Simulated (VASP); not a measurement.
Mg:

```
Mg
1.0
     3.17688    0.00000    0.00000
    -1.58844    2.75126    0.00000
     0.00000    0.00000    5.15767
Mg
2
Direct
  0.33333 0.66667 0.25000
  0.66667 0.33333 0.75000
```

The cell isn't the ideal one: cell and atoms relaxed from 0.97 times the given volume.

- Program: VASP 6.6.1
- Task: relaxation of cell and atoms
- Functional: LDA
- Potentials or basis: VASP PAW LDA potentials, release 64 (Mg)
- Cutoff: 600 eV
- k mesh: 12 × 12 × 7
- Occupations: fermi-dirac, width 0.05 eV
- Spin: no spin polarisation

At the start: pressure -1.9 GPa; volume 22.54 Å³/atom.

How do energy, volume and symmetry change on relaxing?

Over 7 steps the energy falls by 7.6 meV/atom and the volume is 21.42 Å³/atom (-5.0 %); space group P6_3/mmc (No. 194, to 0.05 Å).

The path:
| step | energy change (eV) | largest force (eV/Å) | pressure (GPa) | volume (Å³) |
| --- | --- | --- | --- | --- |
| 1 | 0.0000 | 0.0000 | -1.89 | 45.08 |
| 2 | -0.0139 | 0.0000 | -0.50 | 43.37 |
| 3 | -0.0149 | 0.0000 | 0.04 | 42.80 |
| 4 | -0.0149 | 0.0000 | 0.08 | 42.75 |
| 5 | -0.0151 | 0.0000 | 0.06 | 42.77 |
| 6 | -0.0152 | 0.0000 | 0.05 | 42.80 |
| 7 | -0.0152 | 0.0000 | 0.00 | 42.85 |

Final structure:
```cif
data_structure
_symmetry_space_group_name_H-M 'P 1'
_symmetry_Int_Tables_number 1
_cell_length_a 3.1398
_cell_length_b 3.1398
_cell_length_c 5.0187
_cell_angle_alpha 90.000
_cell_angle_beta 90.000
_cell_angle_gamma 120.000
_cell_volume 42.85
loop_
_atom_site_label
_atom_site_type_symbol
_atom_site_fract_x
_atom_site_fract_y
_atom_site_fract_z
_atom_site_occupancy
Mg1 Mg 0.33333 0.66667 0.25000 1
Mg2 Mg 0.66667 0.33333 0.75000 1
```
